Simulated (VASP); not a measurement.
Level of theory: PBEsol GGA, VASP's PBE PAW potentials (set 64) (plane waves; VASP 6.6.1).

Input for VASP

File KPOINTS:
```
Automatic mesh
0
Gamma
12 12 12
0 0 0
```

### INCAR
```
ALGO = Normal
EDIFF = 1E-7
ENCUT = 400
GGA = PS
ISIF = 2
ISMEAR = -5
LASPH = .TRUE.
LCHARG = .TRUE.
LMAXMIX = 4
LORBIT = 11
LREAL = .FALSE.
LWAVE = .FALSE.
NEDOS = 601
NELM = 100
PREC = Accurate
SYSTEM = GaSb
```

POSCAR:
```
GaSb
1
    0.0000000000     3.0542089479     3.0542089479
    3.0542089479     0.0000000000     3.0542089479
    3.0542089479     3.0542089479     0.0000000000
Ga Sb
1 1
Direct
  0.0000000000   0.0000000000   0.0000000000
  0.2500000000   0.2500000000   0.2500000000
```

POTCAR, in this order: Ga_d Sb (PBE.64 set). Program: vasp_std.

What VASP printed:

### OUTCAR
```
 ion  position               nearest neighbor table
   1  0.000  0.000  0.000-   2 2.65   2 2.65   2 2.65   2 2.65
   2  0.250  0.250  0.250-   1 2.65   1 2.65   1 2.65   1 2.65
  LATTYP: Found a face centered cubic cell.
 ALAT       =     6.1084178958
 Subroutine PRICEL returns:
 Original cell was already a primitive cell.
 Subroutine GETGRP returns: Found 24 space group operations
The static configuration has the point symmetry T_d .
The dynamic configuration has the point symmetry T_d .
 Subroutine INISYM returns: Found 24 space group operations
 Subroutine IBZKPT returns following result:
 Found     72 irreducible k-points:

 Following reciprocal coordinates:
            Coordinates               Weight
  0.000000  0.000000  0.000000      1.000000
  0.083333  0.000000  0.000000      8.000000
  0.166667  0.000000  0.000000      8.000000
  0.250000  0.000000  0.000000      8.000000
  0.333333  0.000000  0.000000      8.000000
  0.416667  0.000000  0.000000      8.000000
  0.500000  0.000000  0.000000      4.000000
  0.083333  0.083333  0.000000      6.000000
  0.166667  0.083333  0.000000     24.000000
  0.250000  0.083333  0.000000     24.000000
  0.333333  0.083333  0.000000     24.000000
  0.416667  0.083333  0.000000     24.000000
  0.500000  0.083333  0.000000     24.000000
 -0.416667  0.083333  0.000000     24.000000
 -0.333333  0.083333  0.000000     24.000000
 -0.250000  0.083333  0.000000     24.000000
 -0.166667  0.083333  0.000000     24.000000
 -0.083333  0.083333  0.000000     12.000000
  0.166667  0.166667  0.000000      6.000000
  0.250000  0.166667  0.000000     24.000000
  0.333333  0.166667  0.000000     24.000000
  0.416667  0.166667  0.000000     24.000000
  0.500000  0.166667  0.000000     24.000000
 -0.416667  0.166667  0.000000     24.000000
 -0.333333  0.166667  0.000000     24.000000
 -0.250000  0.166667  0.000000     24.000000
 -0.166667  0.166667  0.000000     12.000000
  0.250000  0.250000  0.000000      6.000000
  0.333333  0.250000  0.000000     24.000000
  0.416667  0.250000  0.000000     24.000000
  0.500000  0.250000  0.000000     24.000000
 -0.416667  0.250000  0.000000     24.000000
 -0.333333  0.250000  0.000000     24.000000
 -0.250000  0.250000  0.000000     12.000000
  0.333333  0.333333  0.000000      6.000000
  0.416667  0.333333  0.000000     24.000000
  0.500000  0.333333  0.000000     24.000000
 -0.416667  0.333333  0.000000     24.000000
 -0.333333  0.333333  0.000000     12.000000
  0.416667  0.416667  0.000000      6.000000
   k-points           NKPTS =     72   k-points in BZ     NKDIM =     72   number of bands    NBANDS=     13
   number of dos      NEDOS =    601   number of ions     NIONS =      2
   total plane-waves  NPLWV =  21952
   dimension x,y,z NGX =    28 NGY =   28 NGZ =   28
   dimension x,y,z NGXF=    56 NGYF=   56 NGZF=   56
   ions per type =               1   1
   PREC   = accura    normal or accurate (medium, high low for compatibility)
   ISTART =      0    job   : 0-new  1-cont  2-samecut
   ICHARG =      2    charge: 1-file 2-atom 10-const
   ISPIN  =      1    spin polarized calculation?
   LNONCOLLINEAR =      F non collinear calculations
   LSORBIT =      F    spin-orbit coupling
   INIWAV =      1    electr: 0-lowe 1-rand  2-diag
   ENCUT  =  400.0 eV  29.40 Ry    5.42 a.u.   7.04  7.04  7.04*2*pi/ulx,y,z
   NELM   =    100;   NELMIN=  2; NELMDL= -5     # of ELM steps
   EDIFF  = 0.1E-06   stopping-criterion for ELM
   LREAL  =      F    real-space projection
   NLSPLINE    = F    spline interpolate recip. space projectors
   LMAXMIX     =    4 max onsite mixed and CHGCAR
...
```

File OSZICAR:
```
       N       E                     dE             d eps       ncg     rms          rms(c)
DAV:   1     0.682108322654E+02    0.68211E+02   -0.78114E+03  1904   0.144E+03
DAV:   2    -0.335400015577E+01   -0.71565E+02   -0.69957E+02  2047   0.271E+02
DAV:   3    -0.817057744646E+01   -0.48166E+01   -0.48016E+01  2342   0.654E+01
DAV:   4    -0.825206619481E+01   -0.81489E-01   -0.81466E-01  2235   0.961E+00
DAV:   5    -0.825412248465E+01   -0.20563E-02   -0.20563E-02  2429   0.130E+00    0.315E+00
DAV:   6    -0.817995479910E+01    0.74168E-01   -0.97797E-02  2450   0.604E+00    0.186E+00
DAV:   7    -0.815344257263E+01    0.26512E-01   -0.51544E-02  2245   0.230E+00    0.366E-01
DAV:   8    -0.815345268084E+01   -0.10108E-04   -0.52673E-03  2442   0.106E+00    0.951E-02
DAV:   9    -0.815372193544E+01   -0.26925E-03   -0.47360E-04  2046   0.192E-01    0.337E-02
DAV:  10    -0.815372275591E+01   -0.82047E-06   -0.21979E-05  2354   0.413E-02    0.808E-03
DAV:  11    -0.815373310134E+01   -0.10345E-04   -0.12545E-05  2032   0.277E-02    0.354E-03
DAV:  12    -0.815373338593E+01   -0.28459E-06   -0.54716E-07  2192   0.742E-03    0.553E-04
DAV:  13    -0.815373333908E+01    0.46852E-07   -0.39360E-08  1501   0.174E-03
   1 F= -.81537333E+01 E0= -.81537333E+01  d E =0.000000E+00
```

File OUTCAR:
```
------------------------ aborting loop because EDIFF is reached ----------------------------------------
  FORCE on cell =-STRESS in cart. coord.  units (eV):
  Direction    XX          YY          ZZ          XY          YZ          ZX
  --------------------------------------------------------------------------------------
  Total       -0.0022754     -0.0022754     -0.0022754      0.0000000      0.0000000      0.0000000
  in kB       -0.0639806     -0.0639806     -0.0639806      0.0000000      0.0000000      0.0000000
  external PRESSURE =      -0.0639806 kB  Pullay stress =       0.0000000 kB
  volume of cell :       56.98
      direct lattice vectors                 reciprocal lattice vectors
     0.000000000  3.054208948  3.054208948    -0.163708511  0.163708511  0.163708511
     3.054208948  0.000000000  3.054208948     0.163708511 -0.163708511  0.163708511
     3.054208948  3.054208948  0.000000000     0.163708511  0.163708511 -0.163708511
  FREE ENERGIE OF THE ION-ELECTRON SYSTEM (eV)
  ---------------------------------------------------
  free  energy   TOTEN  =        -8.1537333391 eV

  energy  without entropy=       -8.1537333391  energy(sigma->0) =       -8.15373334

 total charge

# of ion       s       p       d       tot
------------------------------------------
    1        0.910   0.769   9.963  11.643
    2        1.131   1.338   0.028   2.497
--------------------------------------------------
tot          2.041   2.107   9.991  14.139
```
(Selected blocks of OUTCAR.)

The structure was generated: GaSb was put into the zinc blende type (F-43m), which need not be its known phase. It was relaxed first.
